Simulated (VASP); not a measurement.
The system is ZnS.

```xyz
2
Lattice="0.0000 2.7239 2.7239 2.7239 0.0000 2.7239 2.7239 2.7239 0.0000" Properties=species:S:1:pos:R:3 pbc="T T T"
Zn    0.0000    0.0000    0.0000
S     4.0858    4.0858    4.0858
```

The cell is a database's computed one.

Base run:

* Program: VASP 6.6.1
* Functional: HSE06
* Potentials or basis: VASP PAW PBE potentials, release 64 (Zn, S)
* Cutoff: 450 eV
* k mesh: 8 × 8 × 8
* Occupations: gaussian, width 0.02 eV
* Spin: no spin polarisation

Its results: band gap on the k mesh 3.23 eV, direct; pressure -1.1 GPa.

The run is repeated on the same cell with these changes: functional from HSE06 to PBE0. What comes out?

Band gap on the k mesh 3.86 eV, direct; pressure -1.3 GPa.

Caveats: the PAW data sets were made with another functional, which shifts forces and pressure a little.
